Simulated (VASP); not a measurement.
Input:

```
CELL_PARAMETERS angstrom
      0.00000     2.53621     2.53621
      2.53621     0.00000     2.53621
      2.53621     2.53621     0.00000
ATOMIC_POSITIONS crystal
  Hf 0.00000 0.00000 0.00000
  O  0.25000 0.25000 0.25000
  O  0.75000 0.75000 0.75000
```

Computed with PBE GGA, VASP's PBE PAW potentials (set 64) (plane waves; VASP 6.6.1). Run with 600 eV cut-off, 8×8×8 Γ-centred mesh, Gaussian smearing of 0.050 eV, potentials Hf_pv O.

Energy and stress use the plane-wave basis of the starting cell.

Q: The ions, cell shape and volume at an external pressure of 10.0 GPa are relaxed. Give the cell that the relaxation ends in.

A: 
```
CELL_PARAMETERS angstrom
      0.00000     2.50450     2.50450
      2.50450     0.00000     2.50450
      2.50450     2.50450     0.00000
ATOMIC_POSITIONS crystal
  Hf 0.00000 0.00000 0.00000
  O  0.25000 0.25000 0.25000
  O  0.75000 0.75000 0.75000
```
Space group Fm-3m (225), at a tolerance of 0.03 Å.

Q: How do energy and volume change from the first to the last step?

A: The energy (σ→0) changes by +11.8 meV/atom and the volume by -3.7 %, in 4 ionic steps.

The compound is HfO2 in the fluorite structure, the high-temperature cubic form, which is unstable at 0 K; the monoclinic form is the stable one. This run relaxes it under an external pressure of 10 GPa. Symmetry was kept, so distortions that lower it aren't found.
